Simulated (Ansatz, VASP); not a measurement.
# Cross-check of NaSe between VASP and Ansatz, part 2 of 2

Wanted: the spread between two codes on one cell, functional and k mesh. The cell is taken from a series of runs on this material, whose earlier steps may have relaxed, scaled, displaced or heated it; both programs get it as it stands.

VASP 6.6.1 and Ansatz 0.2.0.

So far: The structure; VASP: relaxation of cell and atoms, PBEsol.

### Step 3. Ansatz: relaxation of cell and atoms, PBEsol

Level of this step: Ansatz beside VASP: Kohn-Sham DFT, plane waves, PBEsol (Ansatz).

Ansatz runs on its PAW soft_1 files.

The same cell, functional, mesh and smearing now go to Ansatz, which takes its cutoff from its data sets.

File input.yaml:

```yaml
crystal:
  lattice:
    - [9.0136783462, 0.0, 0.0]
    - [0.0, 3.5161690961, 0.0]
    - [0.0, 0.0, 5.8905482581]
  atoms:
    - { symbol: Na, position: [0.8444044531, 0.75, 0.6497347208] }
    - { symbol: Na, position: [0.3444044531, 0.75, 0.8502652792] }
    - { symbol: Na, position: [0.1555955469, 0.25, 0.3502652792] }
    - { symbol: Na, position: [0.6555955469, 0.25, 0.1497347208] }
    - { symbol: Se, position: [0.9243037583, 0.75, 0.1513050807] }
    - { symbol: Se, position: [0.4243037583, 0.75, 0.3486949193] }
    - { symbol: Se, position: [0.0756962417, 0.25, 0.8486949193] }
    - { symbol: Se, position: [0.5756962417, 0.25, 0.6513050807] }
kpoints:
  mp_grid: { grid: [4, 10, 6] }
hamiltonian:
  xc: pbesol
  pseudopotentials: { kind: paw, azcp: { folder: soft_1 }, xc_functional: pbe }
scf:
  occupations: { method: gaussian, width: 0.15 }
output:
  forces: true
  stress: true
  eigenvalues: true
relax:
  adjacent_minimum: "off"
  f_tol: 0.001
  max_steps: 60
  cell: { stress_tol: 0.01 }
```

On the command line:

```bash
$ ansatz run input.yaml --threads 4 --pin off --max-ram 10240MiB --backend cpu --events-out ev --progress --plain --runs-dir out
```

Numbers of over 12 decimals in the logs are rounded to 6 here.

The log of the run:

```text
Engine: ansatz 0.2.0, x86_64-unknown-linux-gnu
Pseudopotentials: kind: paw
Pseudopotential: Na, paw, valence charge 9, recommended cutoff 420 eV (normal), soft_1/Na.paw.azcp
Pseudopotential: Se, paw, valence charge 16, recommended cutoff 420 eV (normal), soft_1/Se.paw.azcp
Functional definition: PBEsol
  exchange = pbesol_x
  correlation = pbesol_c
Crystal: 8 atoms, lattice volume = 186.693 Å³
Basis set: ecut = 420 eV, 3659 PW (Γ), exchange–correlation on 128×48×80 points (8 copies of the dense FFT grid, shifted against one another)
Bands: 60, of which v1, the nominal top of the filled ones, is band 50 counted from 1 (49 counted from 0)
Symmetry: 8 space group operations
Space group: Pnma (ITA 62), of the structure as read, at distance tolerance 5.7e-5 Å
k-points: 72 of 240
Non-local potential: Na, projectors of the file, l = 0: 3, l = 1: 2, l = 2: 1
Non-local potential: Se, projectors of the file, l = 0: 2, l = 1: 2, l = 2: 3, l = 3: 1
PAW form: soft (Blöchl's): semilocal exchange-correlation on the pseudo side does not see the compensation charge
PAW frozen core: Na, regenerated for the run's functional, and the local potential with it (the file was generated under x = pbe(κ = 0.804, μ = 0.219515), c = pbe(β = 0.066725))
PAW frozen core: Se, regenerated for the run's functional, and the local potential with it (the file was generated under x = pbe(κ = 0.804, μ = 0.219515), c = pbe(β = 0.066725))
PAW one-centre angular grid: Na, 110 points (default); XC on 64 Gauss nodes
PAW one-centre angular grid: Se, 590 points (default); XC on 64 Gauss nodes
Initial density: superposition of atomic densities (chi_scale 0.1, normalization cell, long waves kept (reshape's long-wave potential 0.01 eV rms))
Initial wavefunctions: pseudopotential atomic-orbital guess
Functional: x = pbesol(κ = 0.804, μ = 0.123457), c = pbesol(β = 0.046)
SCF iter   1: F=—  HF=-27609.743875 eV  |F-HF|=—  |Δ(HF+E_count)|=         —  Δρ=6.93e-2  dr2=1.18e1  ethr=3.10e-3  ⟨swp⟩=6.7  Hψ=17974  notcnv=0
preconditioner: auto → Kerker (q_TF=auto, 2.459 Å⁻¹)  [metal: Δε(μ)=0.029 eV  Ē_g=8.674 eV  σ=0.150 eV  W_gap=0.11  n_scr=48 (ndim 8)  ℏωp=14.4 eV  f_vac=0.000  D(μ)=3.14/eV (n_scr^D=10)]
SCF iter   2: F=—  HF=-27606.512683 eV  |F-HF|=—  |Δ(HF+E_count)|=    3.23e0  Δρ=3.22e-2  dr2=3.95e0  ethr=3.10e-3  ⟨swp⟩=3.0  Hψ=9415  notcnv=0  defer=258
SCF iter   3: F=—  HF=-27605.085335 eV  |F-HF|=—  |Δ(HF+E_count)|=    1.43e0  Δρ=9.19e-3  dr2=4.22e-1  ethr=3.10e-3  ⟨swp⟩=4.0  Hψ=6998  notcnv=0  defer=258
SCF iter   4: F=—  HF=-27604.933582 eV  |F-HF|=—  |Δ(HF+E_count)|=   1.52e-1  Δρ=4.35e-3  dr2=5.41e-2  ethr=4.22e-4  ⟨swp⟩=3.2  Hψ=8621  notcnv=0  defer=220
SCF iter   5: F=—  HF=-27604.917085 eV  |F-HF|=—  |Δ(HF+E_count)|=   1.65e-2  Δρ=2.04e-3  dr2=1.02e-2  ethr=5.41e-5  ⟨swp⟩=2.2  Hψ=7392  notcnv=0  defer=220
SCF iter   6: F=—  HF=-27604.915459 eV  |F-HF|=—  |Δ(HF+E_count)|=   1.63e-3  Δρ=4.90e-4  dr2=4.45e-4  ethr=1.02e-5  ⟨swp⟩=2.0  Hψ=7395  notcnv=0  defer=220
SCF iter   7: F=—  HF=-27604.915650 eV  |F-HF|=—  |Δ(HF+E_count)|=   1.90e-4  Δρ=1.15e-4  dr2=4.84e-5  ethr=4.45e-7  ⟨swp⟩=3.1  Hψ=7989  notcnv=0  defer=220
SCF iter   8: F=—  HF=-27604.915572 eV  |F-HF|=—  |Δ(HF+E_count)|=   7.78e-5  Δρ=4.34e-5  dr2=7.91e-6  ethr=4.84e-8  ⟨swp⟩=2.8  Hψ=7031  notcnv=0  defer=220
SCF iter   9: F=—  HF=-27604.915572 eV  |F-HF|=—  |Δ(HF+E_count)|=   5.06e-7  Δρ=1.93e-5  dr2=1.11e-6  ethr=7.91e-9  ⟨swp⟩=2.9  Hψ=7444  notcnv=0  defer=220
SCF iter  10: F=—  HF=-27604.915572 eV  |F-HF|=—  |Δ(HF+E_count)|=   3.03e-9  Δρ=7.75e-6  dr2=2.33e-7  ethr=1.11e-9  ⟨swp⟩=2.2  Hψ=5369  notcnv=0  defer=220
SCF iter  11: F=-27604.915572 eV  HF=-27604.915572 eV  |F-HF|=4.80e-9  |Δ(HF+E_count)|=   1.43e-8  Δρ=4.20e-6  dr2=2.69e-8  ethr=1.00e-10  ⟨swp⟩=11.0  Hψ=19637  notcnv=0
SCF 1 converged in 11 iterations: F = -27604.915572 eV  dr2 = 2.69e-8
  greatest PAW one-centre occupation: 1.000 electrons in one spin orbital (limit 2), on the Se atom at site 6 (counted from 0), in its partial waves of l = 2
relax step   1: F+E_penalty+E_count = -27604.91557226 eV  Δ(F+E_penalty+E_count) = +0.000e0 eV  max|allowed force component| = 1.402e-2 eV/Å  Δτ_max = 0.0000 Å  P = -0.083 GPa  Ω = 186.693 Å³  (11 SCF iters, dr2 threshold 1.00e-7 eV, accepted)
[...]
relax step   5: F+E_penalty+E_count = -27604.91644865 eV  Δ(F+E_penalty+E_count) = -2.963e-6 eV  max|allowed force component| = 5.522e-4 eV/Å  Δτ_max = 0.0005 Å  P = -0.001 GPa  Ω = 186.224 Å³  energy of the carried Pulay correction = +2.116e-5 eV  (5 SCF iters, dr2 threshold 2.18e-10 eV, accepted)
[...]
relax step   6: F+E_penalty+E_count = -27604.91642863 eV  Δ(F+E_penalty+E_count) = +2.002e-5 eV  max|allowed force component| = 5.698e-4 eV/Å  Δτ_max = 0.0000 Å  P = -0.000 GPa  Ω = 186.224 Å³  stress off target by 2.36e-3 GPa  SCF on the basis re-selected at this cell (its energy is not comparable with the rows above)  (6 SCF iters)
basis re-selected at this cell: Δ(F+E_penalty+E_count) = +2.002e-5 eV, ΔP = +0.000 GPa vs the last step (what re-selecting the basis moved, of the pressure what is left beyond the Pulay correction that the steps carried, after the strain that the cell walked since its last selection, with what the two solves' SCF thresholds leave and, on support functions, any second-order correction that the steps lacked; it is no measure of the basis error at this ecutwfc). The dense FFT grid was sized anew with the basis: this SCF ran on 60×24×40 points, the steps before it on 64×24×40, so part of this shift can come from that change (see relax.cell in the input reference). [rest of the remark cut]
SCF converged after 6 iterations
Free energy (F): -27604.916429 eV
Harris-Foulkes:  -27604.916429 eV  (|F-HF|=1.46e-11)
Internal energy: -27604.873092 eV  (E = F + TS)
E sigma→0 (E₀):  -27604.894760 eV
Entropy (-TS):   -0.043336 eV (-5.417 meV/atom)
Fermi energy:    5.557290 eV
--- Per-component energies (eV) ---
  E_band       = -2464.766549
  E_kinetic    = 896.256340
  E_local      = -16673.731156  (includes V_loc(G=0)·N_el)
  E_nonlocal   = -293.887804
  E_hartree    = 7653.353712
  E_xc         = -483.429282
  E_vxc        = -549.115836  (∫ρ·V_xc dr)
  E_paw        = -9480.712200  (= ΣΔE_a)
  E_vpaw       = -1150.994220  (= ΣTr[D̂ρ^β])
  E_aug_tail   = -0.001419  (compensation charges beyond the density's cutoff)
  E_ewald      = -9226.973865
  E_core_change = 4.252583  (= ΣΔE_core)
  E_smearing   = -0.043336  (= −TS)
  E_closure    = -0.000000  (closes the sum)
  Σ components = -27604.916429   (vs F -27604.916429, Δ=0.00e0)
--- Forces (eV/Å), atoms counted from 1 ---
  atom   1  Na    -0.00015201     0.00000000     0.00002613
  atom   2  Na    -0.00015201     0.00000000    -0.00002613
  atom   3  Na     0.00015201    -0.00000000    -0.00002613
  atom   4  Na     0.00015201    -0.00000000     0.00002613
  atom   5  Se    -0.00038819     0.00000000     0.00056975
  atom   6  Se    -0.00038819     0.00000000    -0.00056975
  atom   7  Se     0.00038819    -0.00000000    -0.00056975
  atom   8  Se     0.00038819    -0.00000000     0.00056975
  max |Σ_I F_I| component: 0.00e0 eV/Å
--- Stress (GPa, compression-positive) ---
       -0.000071      -0.000000      -0.000000
       -0.000000      -0.002363      -0.000000
       -0.000000      -0.000000       0.001172
  P = ⅓ Tr σ = -0.0004 GPa (-0.004 kbar)
--- Band table (eV; the first three rows and the last of 72) ---
  k-point 0: bands = [... 46 lower, 4.3517, 4.4523, 5.5412, 5.6481, 6.5542, 6.6841, 7.6733, 9.5402, ... 6 higher]
  k-point 1: bands = [... 46 lower, 4.3674, 4.4552, 5.2103, 5.6380, 6.5426, 6.6527, 8.1313, 9.2579, ... 6 higher]
  k-point 2: bands = [... 46 lower, 4.4045, 4.4561, 4.8432, 5.5020, 6.5241, 6.5849, 8.9315, 9.1432, ... 6 higher]
  k-point 71: bands = [... 46 lower, 3.5758, 3.5758, 5.1148, 5.1148, 5.1148, 5.1148, 10.3731, 10.3731, ... 6 higher]
--- Relaxed structure (5 steps of the walk, 5 accepted, 1 SCFs on fresh bases) ---
  F+E_penalty+E_count = -27604.91642863 eV   max|allowed force component| = 5.698e-4 eV/Å   (the final SCF, on the basis selected at the relaxed cell)
  cell:  # Å, volume = 186.2237 Å³
    - [8.961336, 0, 0]
    - [0, 3.521854, 0]
    - [0, 0, 5.900528]
  atoms:
    - { symbol: Na, position: [0.844038, 0.750000, 0.649570] }
    - { symbol: Na, position: [0.344038, 0.750000, 0.850430] }
    - { symbol: Na, position: [0.155962, 0.25, 0.350430] }
    - { symbol: Na, position: [0.655962, 0.25, 0.149570] }
    - { symbol: Se, position: [0.924962, 0.750000, 0.152230] }
    - { symbol: Se, position: [0.424962, 0.750000, 0.347770] }
    - { symbol: Se, position: [0.075038, 0.25, 0.847770] }
    - { symbol: Se, position: [0.575038, 0.25, 0.652230] }
```

### Step 4. Differences

Known differences besides the potentials themselves: the data sets hold 100 valence electrons in Ansatz (on its PAW soft_1 files) and 52 in VASP; the cutoff is 420 eV in Ansatz and 500 eV in VASP; Ansatz makes its cores anew for this functional, VASP keeps those of its PBE data sets; Ansatz adds a Pulay correction to the stress that steers its cell, VASP none. Total energies have different zeros and are not compared.

Both answers:

```csv
quantity,Ansatz,VASP,difference
volume (Å³),186.22,186.61,-0.20 %
"edge a after relaxation, in the typed setting (Å)",8.961,8.971,-0.10 %
"edge b after relaxation, in the typed setting (Å)",3.522,3.524,-0.07 %
"edge c after relaxation, in the typed setting (Å)",5.901,5.902,-0.03 %
```

### Step 5. Summary of results

```json
{
  "difference in volume (relaxation of cell and atoms, PBEsol)": "-0.20 %"
}
```

What this shows: The difference in volume is -0.20 % (relaxation of cell and atoms, PBEsol), within the 1.2 % picked in this series as the mark of a large difference, as far as the stopping tolerances let one tell. The data sets hold unlike numbers of valence electrons (100 in Ansatz and 52 in VASP), so part of the differences may come from the potentials. How closely two codes agree says nothing of how well the functional describes the real material.

[Lines on the potential files, build, host, timing and source positions are cut from VASP's logs without a mark.]

[Logs are printed without paths, hosts, clocks, repeated set-up lines and the standing remarks that a program may print on its own settings, such as how far it seeks lower states.]

[Hosts, paths, dates, database ids (printed as entryN), source tags and the programs' standing remarks are cut or masked in the printed files.]
